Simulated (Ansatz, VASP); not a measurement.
# TiO2 (Anatase) in two plane-wave programs

Aim: how closely do two programs agree when they are given the same cell, functional and k mesh? The cell is taken from a series of runs on this material, whose earlier steps may have relaxed, scaled, displaced or heated it; both programs get it as it stands.

Main program and level: Ansatz 0.2.0; plane waves, with VASP 6.6.1 beside it; single point at HSE06.

**1. The structure**

It takes space group I4_1/amd (No. 141, tetragonal). Conventional cell: a = 3.784 Å, b = 3.784 Å, c = 9.515 Å, α = 90.00°, β = 90.00°, γ = 90.00°. Nearest to Ti lie 6 O at 1.93 to 1.98 Å. Nearest to O lie 3 Ti at 1.93 to 1.98 Å. Farther neighbours and most contacts between anions are not listed.

Structure file:

```cif
data_structure
_symmetry_space_group_name_H-M 'I4_1/amd:1'
_symmetry_Int_Tables_number 141
_cell_length_a 3.7842
_cell_length_b 3.7842
_cell_length_c 9.5146
_cell_angle_alpha 90.000
_cell_angle_beta 90.000
_cell_angle_gamma 90.000
_cell_volume 136.25
loop_
_atom_site_label
_atom_site_type_symbol
_atom_site_symmetry_multiplicity
_atom_site_Wyckoff_symbol
_atom_site_fract_x
_atom_site_fract_y
_atom_site_fract_z
_atom_site_occupancy
Ti1 Ti 4 a 0.00000 0.00000 0.00000 1
O1 O 8 e 0.00000 0.00000 0.20810 1
```

**2. VASP: single point, HSE06**

A single point gives forces, pressure and levels at one fixed geometry, so differences don't come from the geometry; what else differs is listed under the comparison.

Lines of VASP's logs that name or quote its potential files are left out, and so is its time.

The run reads the wave functions of an earlier VASP run, which isn't shown here.

Input file INCAR:

```
SYSTEM = TiO2
PREC = Accurate
ENCUT = 520
EDIFF = 1E-06
NELM = 100
ISMEAR = 0
SIGMA = 0.01
LREAL = .FALSE.
ALGO = Normal
LHFCALC = .TRUE.
AEXX = 0.25
GGA = PE
HFSCREEN = 0.208
LASPH = .TRUE.
NBANDS = 30
PRECFOCK = Fast
LORBIT = 11
LWAVE = .FALSE.
LCHARG = .FALSE.
KPAR = 16
ISIF = 2
```

Input file POSCAR:

```
TiO2
1.0
   -1.8921000000      1.8921000000      4.7573000000
    1.8921000000     -1.8921000000      4.7573000000
    1.8921000000      1.8921000000     -4.7573000000
Ti O
2 4
Direct
    0.0000000000      0.0000000000      0.0000000000
    0.7500000000      0.2500000000      0.5000000000
    0.2081000000      0.2081000000      0.0000000000
    0.9581000000      0.4581000000      0.5000000000
    0.5419000000      0.0419000000      0.5000000000
    0.7919000000      0.7919000000      0.0000000000
```

Input file KPOINTS:

```
Automatic mesh
0
Gamma
6 6 6
0 0 0
```

Potentials, in the order of the species: Ti_sv and O (PBE family, release 64).

The run is started by

```bash
$ mpirun -np 16 vasp_std
```

Numbers of over 12 decimals in the logs are rounded to 6 here.

What it wrote:

```text
[banner, memory and clock lines left out]
running   16 mpi-ranks, on    1 nodes
 distrk:  each k-point on    1 cores,   16 groups
 distr:  one band on    1 cores,    1 groups

 POSCAR found type information on POSCAR TiO
 POSCAR found :  2 types and       6 ions
|                                                                             |
|           W    W    AA    RRRRR   N    N  II  N    N   GGGG   !!!           |
|           W    W   A  A   R    R  NN   N  II  NN   N  G    G  !!!           |
|           W    W  A    A  R    R  N N  N  II  N N  N  G       !!!           |
|           W WW W  AAAAAA  RRRRR   N  N N  II  N  N N  G  GGG   !            |
|           WW  WW  A    A  R   R   N   NN  II  N   NN  G    G                |
|           W    W  A    A  R    R  N    N  II  N    N   GGGG   !!!           |
|                                                                             |
|     For optimal performance we recommend to set                             |
|       NCORE = 2 up to number-of-cores-per-socket                            |
|     NCORE specifies how many cores store one orbital (NPAR=cpu/NCORE).      |
|     This setting can greatly improve the performance of VASP for DFT.       |
|     The default, NCORE=1 might be grossly inefficient on modern             |
|     multi-core architectures or massively parallel machines. Do your        |
|     Unfortunately you need to use the default for GW and RPA                |
|     calculations (for HF NCORE is supported but not extensively tested      |
|     yet).                                                                   |
|                                                                             |

 LDA part: xc-table for (Slater+PW92), standard interpolation
 found WAVECAR, reading the header
 POSCAR, INCAR and KPOINTS ok, starting setup
 FFT: planning ... GRIDC
 FFT: planning ... GRID_SOFT
 FFT: planning ... GRID
 reading WAVECAR
 the WAVECAR file was read successfully
 initial charge from wavefunction
 entering main loop
       N       E                     dE             d eps       ncg     rms          rms(c)
DAV:   1    -0.666737443429E+02   -0.66674E+02   -0.29716E+00  1816   0.161E+01    0.450E+00
DAV:   2    -0.664125310359E+02    0.26121E+00   -0.74290E-01  2104   0.117E+01    0.146E+00
DAV:   3    -0.664385487872E+02   -0.26018E-01   -0.22821E-01  2508   0.384E+00    0.106E+00
DAV:   4    -0.664293923324E+02    0.91565E-02   -0.40709E-02  2292   0.197E+00    0.461E-01
DAV:   5    -0.664309659591E+02   -0.15736E-02   -0.10096E-02  1956   0.666E-01    0.267E-01
DAV:   6    -0.664306618169E+02    0.30414E-03   -0.96714E-04  2196   0.390E-01    0.133E-01
DAV:   7    -0.664307624209E+02   -0.10060E-03   -0.47583E-04  2044   0.144E-01    0.927E-02
DAV:   8    -0.664307737401E+02   -0.11319E-04   -0.84613E-05  2300   0.119E-01    0.536E-02
DAV:   9    -0.664307886425E+02   -0.14902E-04   -0.28824E-05  2052   0.521E-02    0.316E-02
DAV:  10    -0.664307941780E+02   -0.55355E-05   -0.38196E-06  1956   0.199E-02    0.189E-02
DAV:  11    -0.664307973365E+02   -0.31584E-05   -0.24155E-06  1896   0.108E-02    0.121E-02
DAV:  12    -0.664307988492E+02   -0.15127E-05   -0.49918E-07  1092   0.738E-03    0.760E-03
DAV:  13    -0.664307996040E+02   -0.75481E-06   -0.33082E-07   948   0.525E-03
   1 F= -.66430800E+02 E0= -.66430800E+02  d E =-.756579E-69
```

From OUTCAR (step 2):

```text
ion  position               nearest neighbor table
   1  0.000  0.000  0.000-   5 1.93   4 1.93   5 1.93   4 1.93   3 1.98   6 1.98
   2  0.750  0.250  0.500-   6 1.93   3 1.93   6 1.93   3 1.93   4 1.98   5 1.98
   3  0.208  0.208  0.000-   2 1.93   2 1.93   1 1.98
   4  0.958  0.458  0.500-   1 1.93   1 1.93   2 1.98
   5  0.542  0.042  0.500-   1 1.93   1 1.93   2 1.98
   6  0.792  0.792  0.000-   2 1.93   2 1.93   1 1.98

  LATTYP: Found a body centered tetragonal cell.
 ALAT       =     3.7842000000
 C/A-ratio  =     2.5142962846

 Subroutine GETGRP returns: Found 16 space group operations
 (whereof  8 operations were pure point group operations)

The static configuration has the point symmetry D_2d.
 The point group associated with its full space group is D_4h.

 Found     30 irreducible k-points:

   k-points           NKPTS =     30   k-points in BZ     NKDIM =    216   number of bands    NBANDS=     30

   dimension x,y,z NGX =    42 NGY =   42 NGZ =   42
   dimension x,y,z NGXF=    84 NGYF=   84 NGZF=   84

   ENCUT  =  520.0 eV  38.22 Ry    6.18 a.u.  10.15 10.15 10.15*2*pi/ulx,y,z

   NELECT =      48.0000    total number of electrons

 k-points in reciprocal lattice and weights: Automatic mesh
   0.00000000  0.00000000  0.00000000       0.005
   0.16666667 -0.00000000  0.00000000       0.037
   0.33333333  0.00000000  0.00000000       0.037
   0.50000000  0.00000000  0.00000000       0.019
   0.16666667  0.16666667  0.00000000       0.037
   0.33333333  0.16666667 -0.00000000       0.074
   0.50000000  0.16666667  0.00000000       0.074
  -0.33333333  0.16666667 -0.00000000       0.074
  -0.16666667  0.16666667  0.00000000       0.019
[...]
-0.33333333 -0.33333333  0.33333333       0.009
   0.50000000  0.50000000  0.50000000       0.005

  exchange ACFDT corr.  =         0.00000000  see jH, gK, PRB 81, 115126

 average (electrostatic) potential at core
       1 -72.3381       2 -72.3381       3 -63.9888       4 -63.9888       5 -63.9888
       6 -63.9888

 E-fermi :   2.4811

 k-point     1 :       0.0000    0.0000    0.0000
  band No.  band energies     occupation
    ...
     20       1.5641      2.00000
     21       1.6024      2.00000
     22       1.6024      2.00000
     23       1.9051      2.00000
     24       1.9051      2.00000
     25       5.9924      0.00000
     26       6.8567      0.00000
     27       8.0695      0.00000
     28       8.0695      0.00000
     29       8.1307      0.00000
    ...

 k-point     2 :       0.1667   -0.0000    0.0000
  band No.  band energies     occupation
    ...
     20       0.9747      2.00000
     21       1.3538      2.00000
     22       1.5656      2.00000
     23       1.6414      2.00000
     24       1.9068      2.00000
     25       6.5672      0.00000
     26       6.9773      0.00000
     27       7.4587      0.00000
     28       7.7471      0.00000
     29       8.0077      0.00000
    ...

 k-point     3 :       0.3333    0.0000    0.0000
  band No.  band energies     occupation
    ...
     20       0.3370      2.00000
     21       0.6573      2.00000
     22       1.4710      2.00000
     23       1.5074      2.00000
     24       1.7570      2.00000
     25       7.1080      0.00000
     26       7.3913      0.00000
     27       7.5636      0.00000
     28       7.6728      0.00000
     29       7.9959      0.00000
    ...

  Total       -0.6828133     -0.6828133     -0.4783149      0.0000000     -0.0000000      0.0000000
  in kB      -16.0584587    -16.0584587    -11.2490475      0.0000000     -0.0000000      0.0000000
  external PRESSURE =     -14.4553217 kB  Pullay stress =       0.0000000 kB

  energy-cutoff  :      520.00
  volume of cell :       68.13
      direct lattice vectors                 reciprocal lattice vectors
    -1.892100000  1.892100000  4.757300000     0.000000000  0.264256646  0.105101633
     1.892100000 -1.892100000  4.757300000     0.264256646  0.000000000  0.105101633
     1.892100000  1.892100000 -4.757300000     0.264256646  0.264256646  0.000000000

 POSITION                                       TOTAL-FORCE (eV/Angst)
 -----------------------------------------------------------------------------------
      0.00000      0.00000      0.00000        -0.000000     -0.000000     -0.000000
      0.00000      1.89210      2.37865        -0.000000     -0.000000     -0.000000
      0.00000      0.00000      1.97999         0.000000      0.000000     -0.133654
      0.00000      1.89210      4.35864        -0.000000     -0.000000     -0.133654
      0.00000      1.89210      0.39866         0.000000      0.000000      0.133654
      0.00000      0.00000      7.53461         0.000000      0.000000      0.133654
 -----------------------------------------------------------------------------------
    total drift:                                0.000000      0.000000     -0.000000

  FREE ENERGIE OF THE ION-ELECTRON SYSTEM (eV)
  ---------------------------------------------------
  free  energy   TOTEN  =       -66.4307996040 eV

  energy  without entropy=      -66.4307996040  energy(sigma->0) =      -66.43079960

 total charge
# of ion       s       p       d       tot
------------------------------------------
    1        2.229   6.320   1.612  10.162
    2        2.229   6.320   1.612  10.162
    3        1.574   3.550   0.000   5.124
    4        1.574   3.550   0.000   5.124
    5        1.574   3.550   0.000   5.124
    6        1.574   3.550   0.000   5.124
--------------------------------------------------
tot         10.756  26.838   3.225  40.819

[... 3 further parts left out ...]
```

This run has no spin polarisation, so a moment on Ti, if there is one, isn't seen.

[end of part 1 of 2]

[Lines on the potential files, build, host, timing and source positions are cut from VASP's logs without a mark.]

[Logs are printed without paths, hosts, clocks, repeated set-up lines and the standing remarks that a program may print on its own settings, such as how far it seeks lower states.]

[Hosts, paths, dates, database ids (printed as entryN), source tags and the programs' standing remarks are cut or masked in the printed files.]
